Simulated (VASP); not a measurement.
## Cobalt: the relaxed cell at several levels of theory

Which functional gives which lattice for Cobalt? The starting structure is a measured crystal structure from the Crystallography Open Database. The first relaxation on each setting starts from this cell expanded by 3 % in volume.

Program: VASP 6.6.1. Level of theory: Kohn-Sham DFT with plane waves and PAW; PBEsol, LDA, PBE, PBEsol + D3(BJ), r2SCAN, r2SCAN + rVV10, rev-vdW-DF2 and AM05. Results are calculated unless marked as measured.

### 1. Set-up

The structure is hexagonal, space group P6_3/mmc (No. 194). Conventional cell: a = 2.507 Å, b = 2.507 Å, c = 4.070 Å, α = 90.00°, β = 90.00°, γ = 120.00°. Co has 12 Co at 2.50 to 2.51 Å nearest.

As a file:

```xyz
2
Lattice="2.5074 0.0000 0.0000 -1.2537 2.1715 0.0000 0.0000 0.0000 4.0699" Properties=species:S:1:pos:R:3 pbc="T T T"
Co    1.2537    0.7238    3.0524
Co    0.0000    1.4476    1.0175
```

### 2. Relaxation with PBEsol

PBEsol restores the gradient expansion of exchange and is tuned for the cells of solids. This run starts from the cell of an earlier relaxation, which isn't shown; the restart sets up the plane waves anew.

INCAR

```
SYSTEM = Co
PREC = Accurate
ENCUT = 450
EDIFF = 1E-06
NELM = 100
ISMEAR = 1
SIGMA = 0.15
LREAL = .FALSE.
ALGO = Normal
GGA = PS
NBANDS = 19
ISPIN = 2
MAGMOM = 2 2
LASPH = .TRUE.
LMAXMIX = 4
LORBIT = 11
LWAVE = .FALSE.
LCHARG = .FALSE.
KPAR = 8
IBRION = 2
NSW = 50
ISIF = 3
EDIFFG = -0.006
```

POSCAR

```
Co
1.0
    2.4525814961      0.0000000000      0.0000000000
   -1.2262907481      2.1239978805      0.0000000000
    0.0000000000      0.0000000000      3.9622336411
Co
2
Direct
    0.6666666667      0.3333333333      0.7500000000
    0.3333333333      0.6666666667      0.2500000000
```

KPOINTS

```
Automatic mesh
0
Gamma
21 21 12
0 0 0
```

Potentials, in the order of the species: Co (PBE family, release 64).

Started as:

```sh
> mpirun -np 8 vasp_std
```

What it wrote:

```text
[banner, memory and clock lines left out]
running    8 mpi-ranks, on    1 nodes
 distrk:  each k-point on    1 cores,    8 groups
 distr:  one band on    1 cores,    1 groups

 POSCAR found type information on POSCAR Co
 POSCAR found :  1 types and       2 ions
|                                                                             |
|           W    W    AA    RRRRR   N    N  II  N    N   GGGG   !!!           |
|           W    W   A  A   R    R  NN   N  II  NN   N  G    G  !!!           |
|           W    W  A    A  R    R  N N  N  II  N N  N  G       !!!           |
|           W WW W  AAAAAA  RRRRR   N  N N  II  N  N N  G  GGG   !            |
|           WW  WW  A    A  R   R   N   NN  II  N   NN  G    G                |
|           W    W  A    A  R    R  N    N  II  N    N   GGGG   !!!           |
|                                                                             |
|     For optimal performance we recommend to set                             |
|       NCORE = 2 up to number-of-cores-per-socket                            |
|     NCORE specifies how many cores store one orbital (NPAR=cpu/NCORE).      |
|     This setting can greatly improve the performance of VASP for DFT.       |
|     The default, NCORE=1 might be grossly inefficient on modern             |
|     multi-core architectures or massively parallel machines. Do your        |
|     Unfortunately you need to use the default for GW and RPA                |
|     calculations (for HF NCORE is supported but not extensively tested      |
|     yet).                                                                   |
|                                                                             |

|                                                                             |
|               ----> ADVICE to this user running VASP <----                  |
|                                                                             |
|     You enforced a specific xc type in the INCAR file but a different       |
|     [... a line on the potential file left out ...]
|     I HOPE YOU KNOW WHAT YOU ARE DOING!                                     |
|                                                                             |

 LDA part: xc-table for (Slater+PW92), standard interpolation
 POSCAR, INCAR and KPOINTS ok, starting setup
 FFT: planning ... GRIDC
 FFT: planning ... GRID_SOFT
 FFT: planning ... GRID
 WAVECAR not read
 entering main loop
       N       E                     dE             d eps       ncg     rms          rms(c)
DAV:   1     0.754770824641E+02    0.75477E+02   -0.75953E+03 26944   0.119E+03
DAV:   2    -0.142739030569E+02   -0.89751E+02   -0.80993E+02 25800   0.211E+02
DAV:   3    -0.178656037598E+02   -0.35917E+01   -0.34700E+01 28246   0.525E+01
DAV:   4    -0.179202976701E+02   -0.54694E-01   -0.54661E-01 31980   0.558E+00
DAV:   5    -0.179217398796E+02   -0.14422E-02   -0.14421E-02 29423   0.838E-01    0.167E+01
DAV:   6    -0.158969836926E+02    0.20248E+01   -0.86797E+00 28025   0.618E+01    0.655E+00
DAV:   7    -0.155187172274E+02    0.37827E+00   -0.12622E+00 29986   0.215E+01    0.395E+00
DAV:   8    -0.154913035256E+02    0.27414E-01   -0.15720E-02 37257   0.131E+00    0.178E+00
DAV:   9    -0.154744640064E+02    0.16840E-01   -0.26196E-03 41176   0.100E+00    0.462E-01
DAV:  10    -0.154735353699E+02    0.92864E-03   -0.63262E-04 33618   0.305E-01    0.761E-02
DAV:  11    -0.154734947161E+02    0.40654E-04   -0.27938E-05 33582   0.604E-02    0.300E-02
DAV:  12    -0.154734903015E+02    0.44146E-05   -0.36302E-06 27789   0.188E-02    0.177E-02
DAV:  13    -0.154734896573E+02    0.64428E-06   -0.20393E-06 22241   0.172E-02
   1 F= -.15473490E+02 E0= -.15473586E+02  d E =-.154735E+02  mag=     3.1083
 curvature:   0.00 expect dE= 0.000E+00 dE for cont linesearch  0.000E+00
 trial: gam= 0.00000 g(F)=  0.745E-49 g(S)=  0.286E-04 ort = 0.000E+00 (trialstep = 0.100E+01)
 search vector abs. value=  0.286E-04
 bond charge predicted
       N       E                     dE             d eps       ncg     rms          rms(c)
DAV:   1    -0.154739110763E+02   -0.42077E-03   -0.35596E-03 27996   0.106E+00    0.170E-01
DAV:   2    -0.154735648815E+02    0.34619E-03   -0.11746E-03 28329   0.728E-01    0.103E-01
DAV:   3    -0.154734889252E+02    0.75956E-04   -0.14112E-04 27892   0.240E-01    0.457E-02
DAV:   4    -0.154734830683E+02    0.58569E-05   -0.26797E-06 28560   0.169E-02    0.163E-02
DAV:   5    -0.154734781544E+02    0.49139E-05   -0.78758E-07 16987   0.125E-02    0.268E-03
DAV:   6    -0.154734780893E+02    0.65107E-07   -0.46042E-07 13603   0.649E-03
   2 F= -.15473478E+02 E0= -.15473581E+02  d E =0.115679E-04  mag=     3.1063
 trial-energy change:    0.000012  1 .order    0.000006   -0.000029    0.000040
 step:   0.3070(harm=  0.4181)  dis= 0.00000  next Energy=   -15.473494 (dE=-0.422E-05)
 bond charge predicted
       N       E                     dE             d eps       ncg     rms          rms(c)
DAV:   1    -0.154737054531E+02   -0.22730E-03   -0.17096E-03 27978   0.734E-01    0.118E-01
DAV:   2    -0.154735360310E+02    0.16942E-03   -0.57113E-04 28270   0.506E-01    0.718E-02
DAV:   3    -0.154734991001E+02    0.36931E-04   -0.69037E-05 27766   0.168E-01    0.319E-02
DAV:   4    -0.154734957079E+02    0.33922E-05   -0.12129E-06 22857   0.118E-02    0.115E-02
DAV:   5    -0.154734924496E+02    0.32582E-05   -0.36726E-07 14144   0.944E-03    0.180E-03
DAV:   6    -0.154734925613E+02   -0.11164E-06   -0.22799E-07 13188   0.478E-03
   3 F= -.15473493E+02 E0= -.15473591E+02  d E =-.290402E-05  mag=     3.1077
 curvature:  -0.20 expect dE=-0.289E-06 dE for cont linesearch -0.190E-06
 trial: gam= 0.00000 g(F)=  0.516E-49 g(S)=  0.143E-05 ort =-0.519E-05 (trialstep = 0.861E+00)
 search vector abs. value=  0.143E-05
 reached required accuracy - stopping structural energy minimisation
```

Elapsed: 32 s, on 8 MPI ranks of Intel Xeon 6975P-C (Granite Rapids), shared host; peak memory 2 GiB.

Lines that name or quote the potential files are left out of all logs, and their timing lines are given in words.

From OUTCAR (step 2):

```text
ion  position               nearest neighbor table
   1  0.667  0.333  0.750-   2 2.44   2 2.44   2 2.44   2 2.44   2 2.44   2 2.44
   2  0.333  0.667  0.250-   1 2.44   1 2.44   1 2.44   1 2.44   1 2.44   1 2.44

  LATTYP: Found a hexagonal cell.
 ALAT       =     2.4525814961
 C/A-ratio  =     1.6155359760

 Subroutine GETGRP returns: Found 24 space group operations
 (whereof 12 operations were pure point group operations)

The static configuration has the point symmetry D_3d.
 The point group associated with its full space group is D_6h.

 Found    336 irreducible k-points:

   k-points           NKPTS =    336   k-points in BZ     NKDIM =    336   number of bands    NBANDS=     19

   dimension x,y,z NGX =    18 NGY =   18 NGZ =   28
   dimension x,y,z NGXF=    36 NGYF=   36 NGZF=   56

   ENCUT  =  450.0 eV  33.07 Ry    5.75 a.u.   4.24  4.24  6.85*2*pi/ulx,y,z

   NELECT =      18.0000    total number of electrons

 k-points in reciprocal lattice and weights: Automatic mesh
   0.00000000  0.00000000  0.00000000       0.000
   0.04761905 -0.00000000  0.00000000       0.001
   0.09523810  0.00000000  0.00000000       0.001
   0.14285714  0.00000000  0.00000000       0.001
   0.19047619  0.00000000  0.00000000       0.001
   0.23809524 -0.00000000  0.00000000       0.001
   0.28571429  0.00000000  0.00000000       0.001
   0.33333333  0.00000000  0.00000000       0.001
   0.38095238  0.00000000  0.00000000       0.001
[...]
0.33333333  0.28571429  0.50000000       0.002
   0.33333333  0.33333333  0.50000000       0.000

 average (electrostatic) potential at core
       1 -77.4792       2 -77.4792

 E-fermi :  10.7914

 spin component 1
 k-point     1 :       0.0000    0.0000    0.0000
  band No.  band energies     occupation
    ...
      8       8.8881      1.00000
      9       8.8881      1.00000
     10      10.0895      1.00000
     11      10.0895      1.00000
     12      10.6521      1.01604
     13      17.6190      0.00000
     14      33.1359      0.00000
     15      36.1899      0.00000
     16      36.1899      0.00000
     17      36.3984      0.00000
    ...

 k-point     2 :       0.0476   -0.0000    0.0000
  band No.  band energies     occupation
    ...
      7       8.5468      1.00000
      8       8.8449      1.00000
      9       8.8617      1.00000
     10       9.6067      1.00000
     11      10.1011      1.00000
     12      11.2317     -0.00013
     13      17.6309      0.00000
     14      32.6286      0.00000
     15      34.6257      0.00000
     16      35.0922      0.00000
    ...

 k-point     3 :       0.0952    0.0000    0.0000
  band No.  band energies     occupation
    ...
      7       8.6372      1.00000
      8       8.6520      1.00000
      9       8.7883      1.00000
     10       9.1139      1.00000
     11      10.1318      1.00000
     12      12.0944     -0.00000
     13      17.6689      0.00000
     14      30.9402      0.00000
     15      33.6074      0.00000
     16      33.6653      0.00000
    ...

 k-point     4 :       0.1429    0.0000    0.0000
  band No.  band energies     occupation
    ...
      7       8.5966      1.00000
      8       8.6810      1.00000
      9       8.8199      1.00000
     10       8.9007      1.00000
     11      10.1725      1.00000
     12      13.0415     -0.00000
     13      17.7398      0.00000
     14      28.7569      0.00000
     15      32.1774      0.00000
     16      33.1183      0.00000
    ...

 k-point     5 :       0.1905    0.0000    0.0000
  band No.  band energies     occupation
    ...
      7       8.7691      1.00000
      8       8.7705      1.00000
      9       8.8049      1.00000
     10       9.0392      1.00000
     11      10.2145      1.00000
     12      14.0561      0.00000
     13      17.8519      0.00000
     14      26.5335      0.00000
     15      30.8423      0.00000
     16      32.5893      0.00000
    ...

 k-point     6 :       0.2381   -0.0000    0.0000
  band No.  band energies     occupation
    ...
      7       8.6495      1.00000
      8       9.0631      1.00000
      9       9.0761      1.00000
     10       9.2947      1.00000
     11      10.2523      1.00000
     12      15.1310      0.00000
     13      18.0058      0.00000
     14      24.3932      0.00000
     15      29.6227      0.00000
     16      31.8538      0.00000
    ...

  Total        0.0054077      0.0054077      0.0009811     -0.0000000      0.0000000      0.0000000
  in kB        0.4199446      0.4199446      0.0761891     -0.0000000      0.0000000      0.0000000
  external PRESSURE =       0.3053595 kB  Pullay stress =       0.0000000 kB

  energy-cutoff  :      450.00
  volume of cell :       20.63
      direct lattice vectors                 reciprocal lattice vectors
     2.452258984  0.000000000  0.000000000     0.407787271  0.235436091  0.000000000
    -1.226129492  2.123718577  0.000000000    -0.000000000  0.470872182  0.000000000
    -0.000000000 -0.000000000  3.961541591     0.000000000  0.000000000  0.252426985

 POSITION                                       TOTAL-FORCE (eV/Angst)
 -----------------------------------------------------------------------------------
      1.22613      0.70791      2.97116        -0.000000     -0.000000      0.000000
     -0.00000      1.41581      0.99039         0.000000      0.000000      0.000000
 -----------------------------------------------------------------------------------
    total drift:                                0.000000     -0.000000     -0.000000

  FREE ENERGIE OF THE ION-ELECTRON SYSTEM (eV)
  ---------------------------------------------------
  free  energy   TOTEN  =       -15.4734925613 eV

  energy  without entropy=      -15.4737869881  energy(sigma->0) =      -15.47359070

 reached required accuracy - stopping structural energy minimisation

 total charge
# of ion       s       p       d       tot
------------------------------------------
    1        0.510   0.570   7.294   8.374
    2        0.510   0.570   7.294   8.374
--------------------------------------------------
tot          1.021   1.140  14.588  16.749

 magnetization (x)
# of ion       s       p       d       tot
------------------------------------------
    1       -0.016  -0.052   1.628   1.560
    2       -0.016  -0.052   1.628   1.560
--------------------------------------------------
tot         -0.031  -0.105   3.257   3.121

[... 6 further parts left out ...]
```

The PAW data sets were made with PBE, which is usual practice but a small mismatch for other functionals. The run keeps the 24 symmetry operations of its start, so it cannot find a distortion of lower symmetry.

With PBEsol the relaxed cell holds 10.316 Å³ an atom, -6.90 % against the measured cell, with a = 2.452 Å and c = 3.962 Å. Pressures at 0.985 and 1.015 times this volume, from two more relaxations that aren't shown, give a bulk modulus of 246.9 GPa.

### 3. Relaxation with LDA

LDA, the lowest rung, knows the local density alone. This run starts from the cell of an earlier relaxation, which isn't shown; the restart sets up the plane waves anew.

INCAR: that of step 2 with these lines changed.

```diff
@@ -9,3 +9,3 @@
 ALGO = Normal
-GGA = PS
+GGA = CA
 NBANDS = 19
```

POSCAR

```
Co
1.0
    2.4272829461      0.0000000000      0.0000000000
   -1.2136414730      2.1020886935      0.0000000000
    0.0000000000      0.0000000000      3.9111491446
Co
2
Direct
    0.6666666667      0.3333333333      0.7500000000
    0.3333333333      0.6666666667      0.2500000000
```

KPOINTS is that of step 2.

Potentials, in the order of the species: Co (LDA family, release 64).

Started as:

```sh
> mpirun -np 8 vasp_std
```

What it wrote:

```text
[banner, memory and clock lines left out]
running    8 mpi-ranks, on    1 nodes
[...]
[... a notice as in an earlier step ...]

 LDA part: xc-table for (Slater(with rela. corr.)+CA(PZ))
 , standard interpolation
 POSCAR, INCAR and KPOINTS ok, starting setup
[...]
entering main loop
       N       E                     dE             d eps       ncg     rms          rms(c)
DAV:   1     0.763608264827E+02    0.76361E+02   -0.75693E+03 26976   0.121E+03
DAV:   2    -0.146576931882E+02   -0.91019E+02   -0.82167E+02 25761   0.213E+02
DAV:   3    -0.184706466040E+02   -0.38130E+01   -0.36668E+01 28379   0.543E+01
DAV:   4    -0.185299594311E+02   -0.59313E-01   -0.59273E-01 31979   0.587E+00
[...]
DAV:  11    -0.162515022452E+02    0.61513E-04   -0.16417E-05 38462   0.447E-02    0.374E-02
DAV:  12    -0.162514924620E+02    0.97833E-05   -0.42913E-06 32594   0.220E-02    0.179E-02
DAV:  13    -0.162514924276E+02    0.34417E-07   -0.67740E-07 16142   0.105E-02
[...]
DAV:   4    -0.162514883870E+02    0.80958E-05   -0.33017E-06 29024   0.182E-02    0.185E-02
DAV:   5    -0.162514811289E+02    0.72581E-05   -0.85911E-07 20189   0.135E-02    0.265E-03
DAV:   6    -0.162514811726E+02   -0.43741E-07   -0.53622E-07 16156   0.675E-03
   2 F= -.16251481E+02 E0= -.16252481E+02  d E =0.112549E-04  mag=     3.0085
 trial-energy change:    0.000011  1 .order    0.000005   -0.000034    0.000045
 step:   0.3329(harm=  0.4323)  dis= 0.00000  next Energy=   -16.251498 (dE=-0.547E-05)
[...]
N       E                     dE             d eps       ncg     rms          rms(c)
DAV:   1    -0.162517325854E+02   -0.25146E-03   -0.19276E-03 27903   0.803E-01    0.125E-01
DAV:   2    -0.162515448285E+02    0.18776E-03   -0.62298E-04 28127   0.541E-01    0.753E-02
DAV:   3    -0.162515050899E+02    0.39739E-04   -0.72986E-05 27817   0.176E-01    0.344E-02
DAV:   4    -0.162515013688E+02    0.37211E-05   -0.13791E-06 24508   0.122E-02    0.125E-02
DAV:   5    -0.162514981032E+02    0.32657E-05   -0.37744E-07 14872   0.986E-03    0.169E-03
DAV:   6    -0.162514981394E+02   -0.36207E-07   -0.24566E-07 13194   0.497E-03
   3 F= -.16251498E+02 E0= -.16252479E+02  d E =-.571181E-05  mag=     3.0095
[...]
reached required accuracy - stopping structural energy minimisation
```

Elapsed: 29 s, on 8 MPI ranks; peak memory 1.9 GiB; 3 min of CPU time.

OUTCAR, selected parts (step 3):

```text
  Total        0.0021980      0.0021980      0.0013599      0.0000000     -0.0000000      0.0000000
  in kB        0.1765614      0.1765614      0.1092346      0.0000000     -0.0000000      0.0000000
  external PRESSURE =       0.1541191 kB  Pullay stress =       0.0000000 kB

 POSITION                                       TOTAL-FORCE (eV/Angst)
 -----------------------------------------------------------------------------------
      1.21343      0.70058      2.93283        -0.000000      0.000000      0.000000
     -0.00000      1.40115      0.97761         0.000000     -0.000000      0.000000
 -----------------------------------------------------------------------------------
    total drift:                                0.000000     -0.000000     -0.000000

  FREE ENERGIE OF THE ION-ELECTRON SYSTEM (eV)
  ---------------------------------------------------
  free  energy   TOTEN  =       -16.2514981394 eV

  energy  without entropy=      -16.2544404200  energy(sigma->0) =      -16.25247890

 magnetization (x)
# of ion       s       p       d       tot
------------------------------------------
    1       -0.014  -0.040   1.551   1.497
    2       -0.014  -0.040   1.551   1.497
--------------------------------------------------
tot         -0.027  -0.080   3.102   2.995

[... 2 parts as in an earlier step ...]

[... 2 further parts left out ...]
[key lines of the parts left out:]
E-fermi :  11.1336
```

With LDA the relaxed cell holds 9.973 Å³ an atom, -9.99 % against the measured cell, with a = 2.427 Å and c = 3.910 Å. That is -3.32 % from PBEsol. Pressures at 0.985 and 1.015 times this volume, from two more relaxations that aren't shown, give a bulk modulus of 278.2 GPa.

[end of part 1 of 3]

[Lines on the potential files, build, host, timing and source positions are cut from VASP's logs without a mark.]

[Logs are printed without paths, hosts, clocks, repeated set-up lines and the standing remarks that a program may print on its own settings, such as how far it seeks lower states.]

[Hosts, paths, dates, database ids (printed as entryN), source tags and the programs' standing remarks are cut or masked in the printed files.]
